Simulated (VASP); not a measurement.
Ba2C: single point with HSE06

Crystal: Ba2C.

```xyz
3
Lattice="0.0000 3.5066 3.5066 3.5066 0.0000 3.5066 3.5066 3.5066 0.0000" Properties=species:S:1:pos:R:3 pbc="T T T"
C     0.0000    0.0000    0.0000
Ba    1.7533    1.7533    1.7533
Ba    5.2600    5.2600    5.2600
```

The cell was built by a generator and needn't be a form met in nature.

```yaml
Program: VASP 6.6.1
Task: single point
Functional: HSE06
Potentials_or_basis: VASP PAW PBE potentials, release 64 (C, Ba_sv)
Cutoff: 520 eV
k_mesh: 4 × 4 × 4
Occupations: fermi-dirac, width 0.02 eV
Spin: no spin polarisation
Dipole_correction: no
Exchange_at_q_=_0: truncated
Grid_for_exact_exchange_PRECFOCK: Normal
Screening_parameter: 0.2079 1/A
Further_INCAR_settings: ALGO = Normal; EDIFF = 1e-07; NBANDS = 19
```

The pressure is 1.4 GPa and the band gap on the k mesh is none (metal or under the smearing width).

Levels at points of the mesh, in eV from the Fermi level:
```tsv
k point	band 10	band 11	band 12	band 13	band 14	band 15
(0.00, 0.00, 0.00)	-2.27	-2.27	-2.27	0.37	0.73	0.73
(0.50, 0.00, 0.00)	-0.96	-0.96	-0.91	1.65	2.73	2.73
(0.50, 0.50, 0.00)	-1.88	-0.03	-0.01	-0.01	1.75	2.27
```

It took 37 min on 1 thread of Intel(R) Xeon(R) Platinum 8259CL CPU @ 2.50GHz (Skylake/Cascade Lake), on a shared host, peak memory 0.35 GiB.

Caveat: the k mesh is coarse (spacing up to 0.39 Å⁻¹), so the values aren't converged, least of all with exact exchange; the PAW data sets were made with another functional, which shifts forces and pressure a little. The run has no spin-orbit coupling, so splittings on Ba are missing.
